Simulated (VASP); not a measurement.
RuSe: single point with PBE

RuSe:

```
Ru Se
1.0
     0.00000    2.90633    2.90633
     2.90633    0.00000    2.90633
     2.90633    2.90633    0.00000
Ru Se
1 1
Direct
  0.00000 0.00000 0.00000
  0.25000 0.25000 0.25000
```

The cell comes from a database or a generator and needn't be the stable form of this composition.

* Program: VASP 6.6.1
* Task: single point
* Functional: PBE
* Potentials or basis: VASP PAW PBE potentials, release 64 (Ru_pv, Se)
* Cutoff: 520 eV
* k mesh: 6 × 6 × 6
* Occupations: gaussian, width 0.05 eV
* Spin: collinear spin, ferromagnetic start
* Starting moments: [1.0, 0.0] μB
* Further INCAR settings: ALGO = Normal; EDIFF = 1e-06

```json
{
 "Pressure": "-12.7 GPa",
 "Band gap on the k mesh": "none (metal or under the smearing width)",
 "Net moment": "0.00 μB per cell",
 "Valence electrons inside the program's atomic spheres": "Ru 12.47; Se 3.77"
}
```

Levels at points of the mesh, in eV from the Fermi level:
Spin up:
| k point | band 7 | band 8 | band 9 | band 10 | band 11 | band 12 | band 13 | band 14 |
| --- | --- | --- | --- | --- | --- | --- | --- | --- |
| (0.00, 0.00, 0.00) | -4.50 | -1.36 | -1.36 | 1.42 | 2.61 | 2.61 | 2.61 | 7.07 |
| (0.50, 0.00, 0.00) | -4.20 | -1.19 | -1.19 | -1.01 | 1.18 | 1.18 | 3.71 | 7.80 |
| (0.50, 0.50, 0.00) | -3.68 | -1.64 | -0.94 | -0.81 | -0.32 | -0.32 | 4.57 | 6.10 |
Spin down:
```csv
k point,band 6,band 7,band 8,band 9,band 10,band 11,band 12,band 13,band 14,band 15
"(0.00, 0.00, 0.00)",-4.50,-4.50,-1.36,-1.36,1.42,2.61,2.61,2.61,7.07,7.07
"(0.50, 0.00, 0.00)",-4.20,-4.20,-1.19,-1.19,-1.01,1.18,1.18,3.71,7.80,7.92
"(0.50, 0.50, 0.00)",-3.68,-3.68,-1.64,-0.94,-0.81,-0.32,-0.32,4.57,6.10,9.80
```

Run time: 23 s on 1 thread of Intel(R) Xeon(R) Platinum 8488C (Sapphire Rapids), with other jobs on the host, peak memory 0.2 GiB.
